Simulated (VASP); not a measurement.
Calculation: PBEsol GGA, VASP's PBE PAW potentials (set 64) (plane waves; VASP).

VASP input:

### POSCAR
```
SiC
1
    1.5385284524    -2.6648092055     0.0000000000
    1.5385284524     2.6648092055     0.0000000000
    0.0000000000     0.0000000000     5.0519806083
Si C
2 2
Direct
  0.6666670000   0.3333330000   0.4996384767
  0.3333330000   0.6666670000   0.9996384767
  0.6666670000   0.3333330000   0.8753615233
  0.3333330000   0.6666670000   0.3753615233
```

INCAR:
```
SYSTEM = SiC
PREC = Accurate
ENCUT = 650
EDIFF = 1E-7
NELM = 100
ALGO = Normal
LREAL = .FALSE.
LASPH = .TRUE.
ISMEAR = 0
SIGMA = 0.05
GGA = PS
LWAVE = .FALSE.
LCHARG = .FALSE.
IBRION = 6
ISIF = 3
NFREE = 2
POTIM = 0.015
NSW = 1
```

KPOINTS:
```
Automatic mesh
0
Gamma
8 8 4
0 0 0
```

POTCAR, in this order: Si C (PBE.64 set). Program: vasp_std.

The run wrote:

File OUTCAR:
```
 ion  position               nearest neighbor table
   1  0.667  0.333  0.500-   4 1.88   4 1.88   4 1.88   3 1.90   2 3.09   2 3.09   2 3.09   2 3.09
                             2 3.09   2 3.09
   2  0.333  0.667  1.000-   3 1.88   3 1.88   3 1.88   4 1.90   1 3.09   1 3.09   1 3.09   1 3.09
                             1 3.09   1 3.09
   3  0.667  0.333  0.875-   2 1.88   2 1.88   2 1.88   1 1.90
   4  0.333  0.667  0.375-   1 1.88   1 1.88   1 1.88   2 1.90
  LATTYP: Found a hexagonal cell.
 ALAT       =     3.0770566944
 C/A-ratio  =     1.6418224004
 Subroutine PRICEL returns:
 Original cell was already a primitive cell.
 Subroutine GETGRP returns: Found 12 space group operations
The static configuration has the point symmetry C_3v.
 The point group associated with its full space group is C_6v.
The dynamic configuration has the point symmetry C_3v.
 Subroutine INISYM returns: Found 12 space group operations
 Subroutine IBZKPT returns following result:
 Found     30 irreducible k-points:

 Following reciprocal coordinates:
            Coordinates               Weight
  0.000000  0.000000  0.000000      1.000000
  0.125000  0.000000  0.000000      6.000000
  0.250000  0.000000  0.000000      6.000000
  0.375000  0.000000  0.000000      6.000000
  0.500000  0.000000  0.000000      3.000000
  0.125000  0.125000  0.000000      6.000000
  0.250000  0.125000  0.000000     12.000000
  0.375000  0.125000  0.000000     12.000000
  0.250000  0.250000  0.000000      6.000000
  0.375000  0.250000  0.000000      6.000000
  0.000000  0.000000  0.250000      2.000000
  0.125000  0.000000  0.250000     12.000000
  0.250000  0.000000  0.250000     12.000000
  0.375000  0.000000  0.250000     12.000000
  0.500000  0.000000  0.250000      6.000000
  0.125000  0.125000  0.250000     12.000000
  0.250000  0.125000  0.250000     24.000000
  0.375000  0.125000  0.250000     24.000000
  0.250000  0.250000  0.250000     12.000000
  0.375000  0.250000  0.250000     12.000000
  0.000000  0.000000  0.500000      1.000000
  0.125000  0.000000  0.500000      6.000000
  0.250000  0.000000  0.500000      6.000000
  0.375000  0.000000  0.500000      6.000000
  0.500000  0.000000  0.500000      3.000000
  0.125000  0.125000  0.500000      6.000000
  0.250000  0.125000  0.500000     12.000000
  0.375000  0.125000  0.500000     12.000000
  0.250000  0.250000  0.500000      6.000000
  0.375000  0.250000  0.500000      6.000000
 Subroutine IBZKPT_HF returns following result:
   k-points           NKPTS =     30   k-points in BZ     NKDIM =     30   number of bands    NBANDS=     12
   number of dos      NEDOS =    301   number of ions     NIONS =      4
   total plane-waves  NPLWV =  32928
   dimension x,y,z NGX =    28 NGY =   28 NGZ =   42
   dimension x,y,z NGXF=    56 NGYF=   56 NGZF=   84
   ions per type =               2   2
   PREC   = accura    normal or accurate (medium, high low for compatibility)
   ISTART =      0    job   : 0-new  1-cont  2-samecut
   ICHARG =      2    charge: 1-file 2-atom 10-const
   ISPIN  =      1    spin polarized calculation?
   LNONCOLLINEAR =      F non collinear calculations
   LSORBIT =      F    spin-orbit coupling
   INIWAV =      1    electr: 0-lowe 1-rand  2-diag
   ENCUT  =  650.0 eV  47.77 Ry    6.91 a.u.   6.40  6.40 10.50*2*pi/ulx,y,z
   NELM   =    100;   NELMIN=  2; NELMDL= -5     # of ELM steps
   EDIFF  = 0.1E-06   stopping-criterion for ELM
   LREAL  =      F    real-space projection
   NLSPLINE    = F    spline interpolate recip. space projectors
   LMAXMIX     =    2 max onsite mixed and CHGCAR
   VOSKOWN=      0    Vosko Wilk Nusair interpolation
   EDIFFG = 0.1E-05   stopping-criterion for IOM
   NSW    =     85    number of steps for IOM
...
```

File OUTCAR:
```


 TOTAL ELASTIC MODULI (kBar)
 Direction    XX          YY          ZZ          XY          YZ          ZX
 --------------------------------------------------------------------------------
 XX        5034.6816   1100.6303    558.4109      0.0000      0.0000      0.0000
 YY        1100.6303   5034.6797    558.4108     -0.0000     -0.0000     -0.0000
 ZZ         558.4109    558.4108   5456.0943     -0.0000      0.0000     -0.0000
 XY           0.0000     -0.0000     -0.0000   1967.0252     -0.0000     -0.0000
 YZ          -0.0000     -0.0000      0.0000     -0.0000   1497.1638      0.0000
 ZX           0.0000     -0.0000     -0.0000     -0.0000      0.0000   1497.1641
 --------------------------------------------------------------------------------
```
(Selected blocks of OUTCAR.)

The compound is SiC in the wurtzite structure, the rare 2H polytype. It was relaxed first.
